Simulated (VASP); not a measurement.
Output of a VASP run:

### OSZICAR
```
       N       E                     dE             d eps       ncg     rms          rms(c)
DAV:   1     0.106101560854E+03    0.10610E+03   -0.13171E+04   870   0.146E+03
DAV:   2    -0.272936811309E+02   -0.13340E+03   -0.12985E+03  1150   0.321E+02
DAV:   3    -0.306842305332E+02   -0.33905E+01   -0.33886E+01  1073   0.516E+01
DAV:   4    -0.307019044834E+02   -0.17674E-01   -0.17672E-01  1136   0.409E+00
DAV:   5    -0.307020406390E+02   -0.13616E-03   -0.13615E-03  1073   0.319E-01    0.567E+01
DAV:   6    -0.251319659640E+02    0.55701E+01   -0.28255E+01   947   0.394E+01    0.482E+01
DAV:   7    -0.250534351297E+02    0.78531E-01   -0.70319E-01  1087   0.801E+00    0.306E+01
DAV:   8    -0.250319503448E+02    0.21485E-01   -0.14284E-01  1122   0.423E+00    0.556E+00
DAV:   9    -0.250245798421E+02    0.73705E-02   -0.29960E-02  1045   0.157E+00    0.168E+00
DAV:  10    -0.250245166536E+02    0.63188E-04   -0.33031E-03  1122   0.475E-01    0.219E-01
DAV:  11    -0.250245043852E+02    0.12268E-04   -0.20998E-04  1066   0.128E-01    0.175E-01
DAV:  12    -0.250245067675E+02   -0.23823E-05   -0.23072E-05  1108   0.391E-02    0.184E-02
DAV:  13    -0.250245073296E+02   -0.56210E-06   -0.15432E-06  1087   0.106E-02    0.654E-03
DAV:  14    -0.250245073614E+02   -0.31829E-07   -0.41960E-08   729   0.206E-03
   1 F= -.25024507E+02 E0= -.25024507E+02  d E =-.141298E-16
```

OUTCAR:
```
------------------------ aborting loop because EDIFF is reached ----------------------------------------
  FORCE on cell =-STRESS in cart. coord.  units (eV):
  Direction    XX          YY          ZZ          XY          YZ          ZX
  --------------------------------------------------------------------------------------
  Total        3.5189973      3.5189973      3.5189973      0.0000000      0.0000000      0.0000000
  in kB      186.5083051    186.5083051    186.5083051      0.0000000      0.0000000      0.0000000
  external PRESSURE =     186.5083051 kB  Pullay stress =       0.0000000 kB
  volume of cell :       30.23
      direct lattice vectors                 reciprocal lattice vectors
     0.000000000  2.472485656  2.472485656    -0.202225642  0.202225642  0.202225642
     2.472485656  0.000000000  2.472485656     0.202225642 -0.202225642  0.202225642
     2.472485656  2.472485656  0.000000000     0.202225642  0.202225642 -0.202225642
 POSITION                                       TOTAL-FORCE (eV/Angst)
 -----------------------------------------------------------------------------------
      0.00000      0.00000      0.00000        -0.000000      0.000000     -0.000000
      1.23624      1.23624      1.23624         0.000000      0.000000      0.000000
      3.70873      3.70873      3.70873        -0.000000     -0.000000     -0.000000
 -----------------------------------------------------------------------------------
    total drift:                                0.000000      0.000000      0.000000
  FREE ENERGIE OF THE ION-ELECTRON SYSTEM (eV)
  ---------------------------------------------------
  free  energy   TOTEN  =       -25.0245073614 eV

  energy  without entropy=      -25.0245073614  energy(sigma->0) =      -25.02450736
```
(Selected blocks of OUTCAR.)

### POSCAR
```
HfO2
1
    0.0000000000     2.4724856559     2.4724856559
    2.4724856559     0.0000000000     2.4724856559
    2.4724856559     2.4724856559     0.0000000000
Hf O
1 2
Direct
  0.0000000000   0.0000000000   0.0000000000
  0.2500000000   0.2500000000   0.2500000000
  0.7500000000   0.7500000000   0.7500000000
```

Task: Write an INCAR and KPOINTS that could have produced this output.

Result: Several could match; the one computed here: the input of the run itself, optB86b-vdW, plane waves, VASP's PBE PAW potentials (set 64).

### INCAR
```
ENCUT = 520
PARAM2 = 1.0
LMAXMIX = 6   # l cut-off of mixed one-centre charges
LASPH = .True.
NELM = 100   # most electronic steps
LWAVE = .False.
LUSE_VDW = .True.
LCHARG = .False.
PREC = Accurate
GGA = MK
ISMEAR = 0
SIGMA = 0.05   # width (eV)
EDIFF = 1E-7
SYSTEM = HfO2
ALGO = Normal
LREAL = .False.
AGGAC = 0.0
ISIF = 2   # forces and stress, cell fixed
PARAM1 = 0.1234
```

### KPOINTS
```
Automatic
0
G
 8 8 8
```

POTCAR, in this order: Hf_pv O (PBE.64 set). Program: vasp_std.

The compound is HfO2 in the fluorite structure, the high-temperature cubic form, which is unstable at 0 K; the monoclinic form is the stable one. This cell is one point of a volume scan, at 0.94 of the reference volume.
